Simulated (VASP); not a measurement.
Here is the system:

```
Hf
1.0
    1.62433    -2.81342     0.00000
    1.62433     2.81342     0.00000
    0.00000     0.00000     5.13784
Hf
2
Direct
  0.33333   0.66667   0.25000
  0.66667   0.33333   0.75000
```

Computed with vdW-DF2, VASP's PBE PAW potentials (set 64) (plane waves; VASP). Run with 520 eV cut-off, 14×14×8 Γ-centred mesh, tetrahedra with Blöchl corrections, potentials Hf_pv.

Unless said otherwise, spin-orbit coupling is left out, though it shifts the bands of the heavy elements here.

Estimate the energy per atom (σ→0), band gap (on the k-mesh) with the smallest direct gap where there is one.

band gap (on the k-mesh): none (metal, semimetal or under 0.01 eV)
energy per atom (σ→0): -6.587 eV/atom

Only differences to runs with the same potentials and settings are physical.

The compound is Hf in the hcp structure. It was relaxed first, which changed the volume by +6 %.
